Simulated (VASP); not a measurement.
```xyz
6
Lattice="1.6579 -2.8716 0.0000 1.6579 2.8716 0.0000 0.0000 0.0000 13.6526" Properties=species:S:1:pos:R:3 pbc="T T T"
W      1.6579     0.9572     3.4131
W      1.6579    -0.9572    10.2394
Se     1.6579     0.9572    11.9033
Se     1.6579    -0.9572     5.0770
Se     1.6579    -0.9572     1.7493
Se     1.6579     0.9572     8.5756
```

These are r2SCAN meta-GGA, VASP's PBE PAW potentials (set 64) (plane waves; VASP 6.6.1) values and carry that method's errors. Numerical set-up: 400 eV cut-off, 7×7×2 Γ-centred mesh, Gaussian smearing of 0.050 eV, potentials W_sv Se.

Task: Estimate the energy per atom (σ→0).

Result: 
- energy per atom (σ→0) = -27.265 eV/atom

The absolute energy has meaning only against runs of the same code, potentials and settings.

The compound is WSe2 in the 2H layered structure. It was relaxed first, which changed the volume by +8 %. The start is the result of an earlier pass.
